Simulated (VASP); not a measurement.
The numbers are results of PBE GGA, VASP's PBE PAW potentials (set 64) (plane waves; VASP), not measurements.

VASP input:

### POSCAR
```
CoSi
1
    4.4303700150     0.0000000000     0.0000000000
    0.0000000000     4.4303700150    -0.0000000000
    0.0000000000     0.0000000000     4.4303700150
Co Si
4 4
Direct
  0.8556790134   0.6443209866   0.3556790134
  0.3556790134   0.8556790134   0.6443209866
  0.1443209866   0.1443209866   0.1443209866
  0.6443209866   0.3556790134   0.8556790134
  0.1569228207   0.3430771793   0.6569228207
  0.6569228207   0.1569228207   0.3430771793
  0.8430771793   0.8430771793   0.8430771793
  0.3430771793   0.6569228207   0.1569228207
```

### INCAR
```
ALGO  =  Normal
EDIFF  =  1E-6
EDIFFG  =  -0.02
ENCUT  =  400
GGA  =  PE
IBRION  =  2
ISIF  =  3
ISMEAR  =  1
LASPH  =  T
LCHARG  =  F
LMAXMIX  =  4
LREAL  =  F
LWAVE  =  F
NELM  =  100
NSW  =  60
PREC  =  Accurate
SIGMA  =  0.1
SYSTEM  =  CoSi
```

### KPOINTS
```
Automatic mesh
0
Gamma
6 6 6
0 0 0
```

POTCAR, in this order: Co Si (PBE.64 set). Program: vasp_std.

Output

OSZICAR:
```
       N       E                     dE             d eps       ncg     rms          rms(c)
DAV:   1     0.311842866454E+03    0.31184E+03   -0.18888E+04  1488   0.157E+03
DAV:   2    -0.319769277053E+02   -0.34382E+03   -0.33506E+03  1488   0.373E+02
DAV:   3    -0.593972742470E+02   -0.27420E+02   -0.26699E+02  1779   0.122E+02
DAV:   4    -0.606146093273E+02   -0.12173E+01   -0.12099E+01  1916   0.257E+01
DAV:   5    -0.606619273586E+02   -0.47318E-01   -0.47310E-01  2070   0.424E+00    0.274E+01
DAV:   6    -0.668766955036E+02   -0.62148E+01   -0.18592E+02  2128   0.154E+02    0.275E+01
DAV:   7    -0.546730387945E+02    0.12204E+02   -0.70543E+01  2072   0.110E+02    0.766E+00
DAV:   8    -0.548434206751E+02   -0.17038E+00   -0.41049E+00  1686   0.118E+01    0.288E+00
DAV:   9    -0.547547510550E+02    0.88670E-01   -0.32880E-01  2339   0.643E+00    0.113E+00
DAV:  10    -0.547486786738E+02    0.60724E-02   -0.19050E-02  2234   0.964E-01    0.259E-01
DAV:  11    -0.547480349137E+02    0.64376E-03   -0.25409E-03  2372   0.482E-01    0.953E-02
DAV:  12    -0.547480012916E+02    0.33622E-04   -0.19862E-04  1873   0.150E-01    0.319E-02
DAV:  13    -0.547479966326E+02    0.46590E-05   -0.74670E-05  2364   0.571E-02    0.306E-02
DAV:  14    -0.547479944878E+02    0.21449E-05   -0.80220E-06  1636   0.219E-02    0.106E-02
DAV:  15    -0.547479948852E+02   -0.39748E-06   -0.35087E-06  1404   0.168E-02
   1 F= -.54747995E+02 E0= -.54748332E+02  d E =-.547480E+02
       N       E                     dE             d eps       ncg     rms          rms(c)
DAV:   1    -0.547529823396E+02   -0.49879E-02   -0.14625E-01  1693   0.371E+00    0.599E-01
DAV:   2    -0.547561039222E+02   -0.31216E-02   -0.11458E-01  2175   0.414E+00    0.637E-01
DAV:   3    -0.547485026241E+02    0.76013E-02   -0.48690E-02  2143   0.270E+00    0.127E-01
DAV:   4    -0.547483462977E+02    0.15633E-03   -0.12654E-03  1814   0.307E-01    0.308E-02
DAV:   5    -0.547483420382E+02    0.42595E-05   -0.44369E-05  2096   0.482E-02    0.196E-02
DAV:   6    -0.547483400143E+02    0.20239E-05   -0.15250E-05  2197   0.266E-02    0.508E-03
DAV:   7    -0.547483395472E+02    0.46706E-06   -0.18889E-06  1031   0.179E-02
   2 F= -.54748340E+02 E0= -.54748674E+02  d E =-.344662E-03
       N       E                     dE             d eps       ncg     rms          rms(c)
DAV:   1    -0.547484630690E+02   -0.12305E-03   -0.34763E-03  1685   0.576E-01    0.922E-02
DAV:   2    -0.547485352757E+02   -0.72207E-04   -0.27272E-03  2191   0.638E-01    0.985E-02
DAV:   3    -0.547483549072E+02    0.18037E-03   -0.11682E-03  2159   0.416E-01    0.200E-02
DAV:   4    -0.547483490778E+02    0.58294E-05   -0.28999E-05  1847   0.481E-02    0.446E-03
DAV:   5    -0.547483491056E+02   -0.27800E-07   -0.72367E-07   863   0.687E-03
   3 F= -.54748349E+02 E0= -.54748684E+02  d E =-.354220E-03
       N       E                     dE             d eps       ncg     rms          rms(c)
DAV:   1    -0.547485272105E+02   -0.17813E-03   -0.11730E-01  1488   0.188E+00    0.475E-02
DAV:   2    -0.547486902431E+02   -0.16303E-03   -0.18702E-03  2221   0.387E-01    0.398E-02
DAV:   3    -0.547486767860E+02    0.13457E-04   -0.90466E-05  2311   0.104E-01    0.238E-02
DAV:   4    -0.547486683014E+02    0.84846E-05   -0.36833E-05  2314   0.693E-02    0.184E-02
DAV:   5    -0.547486629219E+02    0.53795E-05   -0.18669E-05  2215   0.424E-02    0.317E-03
DAV:   6    -0.547486628267E+02    0.95212E-07   -0.42278E-07   849   0.686E-03
   4 F= -.54748663E+02 E0= -.54748999E+02  d E =-.313721E-03
```

OUTCAR:
```
------------------------ aborting loop because EDIFF is reached ----------------------------------------
  FORCE on cell =-STRESS in cart. coord.  units (eV):
  Direction    XX          YY          ZZ          XY          YZ          ZX
  --------------------------------------------------------------------------------------
  Total        0.0436328      0.0436328      0.0436328     -0.0000000     -0.0000000      0.0000000
  in kB        0.8055973      0.8055973      0.8055973     -0.0000000     -0.0000000      0.0000000
  external PRESSURE =       0.8055973 kB  Pullay stress =       0.0000000 kB
  volume of cell :       86.78
      direct lattice vectors                 reciprocal lattice vectors
     4.427263526  0.000000000  0.000000000     0.225873159  0.000000000 -0.000000000
    -0.000000000  4.427263526  0.000000000    -0.000000000  0.225873159  0.000000000
     0.000000000 -0.000000000  4.427263526     0.000000000 -0.000000000  0.225873159
 POSITION                                       TOTAL-FORCE (eV/Angst)
 -----------------------------------------------------------------------------------
      3.78572      2.85518      1.57209        -0.008962      0.008962     -0.008962
      1.57209      3.78572      2.85518        -0.008962     -0.008962      0.008962
      0.64155      0.64155      0.64155         0.008962      0.008962      0.008962
      2.85518      1.57209      3.78572         0.008962     -0.008962     -0.008962
      0.69410      1.51953      2.90773        -0.001162      0.001162     -0.001162
      2.90773      0.69410      1.51953        -0.001162     -0.001162      0.001162
      3.73316      3.73316      3.73316         0.001162      0.001162      0.001162
      1.51953      2.90773      0.69410         0.001162     -0.001162     -0.001162
 -----------------------------------------------------------------------------------
    total drift:                                0.000000      0.000000      0.000000
  FREE ENERGIE OF THE ION-ELECTRON SYSTEM (eV)
  ---------------------------------------------------
  free  energy   TOTEN  =       -54.7486628267 eV

  energy  without entropy=      -54.7496710674  energy(sigma->0) =      -54.74899891

 reached required accuracy - stopping structural energy minimisation
```
(Selected blocks of OUTCAR.)

File CONTCAR:
```
CoSi
   1.00000000000000
     4.4272635264924620    0.0000000000000000    0.0000000000000000
    -0.0000000000000000    4.4272635264924620    0.0000000000000000
     0.0000000000000000   -0.0000000000000000    4.4272635264924620
  Co              Si
     4     4
Direct
     0.8550918671051720    0.6449081328948280    0.3550918671051721
     0.3550918671051721    0.8550918671051720    0.6449081328948280
     0.1449081328948279    0.1449081328948279    0.1449081328948279
     0.6449081328948280    0.3550918671051721    0.8550918671051720
     0.1567782722134080    0.3432217277865919    0.6567782722134081
     0.6567782722134081    0.1567782722134080    0.3432217277865919
     0.8432217277865919    0.8432217277865919    0.8432217277865919
     0.3432217277865919    0.6567782722134081    0.1567782722134080
```

The compound is CoSi in the B20 structure. This run relaxes it. Symmetry was kept, so distortions that lower it aren't found. The start is the result of an earlier pass. The run is not spin-polarised, so no magnetic state was tried.
